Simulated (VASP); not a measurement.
```xyz
3
Lattice="0.0000 3.1294 3.1294 3.1294 0.0000 3.1294 3.1294 3.1294 0.0000" Properties=species:S:1:pos:R:3 pbc="T T T"
Mg     1.5647     1.5647     1.5647
Mg     4.6941     4.6941     4.6941
Si     3.1294     0.0000     3.1294
```

Level of theory: PBEsol GGA, VASP's PBE PAW potentials (set 64) (plane waves; VASP). Numerical set-up: 520 eV cut-off, 7×7×7 Γ-centred mesh, Gaussian smearing of 0.050 eV, potentials Mg Si.

Estimate the energy per atom (σ→0), pressure.

```json
{
  "energy per atom (σ→0)": "-3.217 eV/atom",
  "pressure": "1.89 GPa"
}
```

Total energies compare only between runs with the same potentials, cut-off and functional.

The compound is Mg2Si in the antifluorite structure. This cell is one point of a volume scan, at 0.97 of the reference volume.
